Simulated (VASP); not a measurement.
Computed with PBE GGA, VASP's PBE PAW potentials (set 64) (plane waves; VASP).

VASP input:

**INCAR**
```
ISMEAR=-1   # Fermi-Dirac
IBRION=8
LREAL=.FALSE.
SIGMA=0.02   # width (eV)
GGA=PE
ISIF=2
LEPSILON=.TRUE.
NSW=1   # most ionic steps
ALGO=Normal
PREC=Accurate
LASPH=.TRUE.
EDIFF=1E-8
ENCUT=300
SYSTEM=NaI
NELM=100   # most electronic steps
LWAVE=.FALSE.
LMAXMIX=4   # l cut-off of mixed one-centre charges
LCHARG=.FALSE.
```

File POSCAR:
```
NaI
6.437310
  0.0000000000   0.5000000000   0.5000000000
  0.5000000000   0.0000000000   0.5000000000
  0.5000000000   0.5000000000   0.0000000000
Na I
1 1
direct
  0.0037980000  -0.0012100000  -0.0047640000
  0.4962020000   0.5012100000   0.5047640000
```

KPOINTS:
```
Automatic mesh
0
Gamma
5 5 5
0 0 0
```

POTCAR, in this order: Na_pv I (PBE.64 set). Program: vasp_std.

Unless said otherwise, spin-orbit coupling is left out, though it shifts the bands of the heavy elements here.

Estimate the energy per atom (σ→0), band gap (on the k-mesh).

| Item | Value |
|---|---|
| energy per atom (σ→0) | -2.690 eV/atom |
| band gap (on the k-mesh) | 3.68 eV |

The structure comes from a computed database's NaI entry; how it stands against other phases isn't given here. The cell was not relaxed at this level, atoms are displaced from their ideal sites. The run is one of a series of settings (EDIFF = 1E-8, IBRION = 8, LEPSILON = .TRUE., NSW = 1 against the base run), some of them coarse on purpose.
